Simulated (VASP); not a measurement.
Given:

```xyz
4
Lattice="1.5528 -2.6896 0.0000 1.5528 2.6896 0.0000 0.0000 0.0000 4.9739" Properties=species:S:1:pos:R:3 pbc="T T T"
Al     1.5028    -0.8965     2.4873
Al     1.5528     0.8965     0.0004
N      1.5528    -0.8965     4.3866
N      1.5528     0.8965     1.8997
```

Level of theory: r2SCAN meta-GGA, VASP's PBE PAW potentials (set 64) (plane waves; VASP). Numerical set-up: 600 eV cut-off, 8×8×4 Γ-centred mesh, Gaussian smearing of 0.050 eV, potentials Al N.

Which forces act on the atoms, in eV/Å?

```csv
atom,Fx,Fy,Fz
Al1,0.828,0.068,0.047
Al2,-0.035,-0.002,0.010
N3,-0.083,0.000,-0.014
N4,-0.710,-0.066,-0.043
```

Give the stress tensor in GPa (positive for a compressed cell).

```
0.30  1.75  1.03
1.75  0.12  0.14
1.03  0.14  0.11
```
The pressure is its mean diagonal, 0.18 GPa.

The compound is AlN in the wurtzite structure. This cell was strained or had an atom moved on purpose.
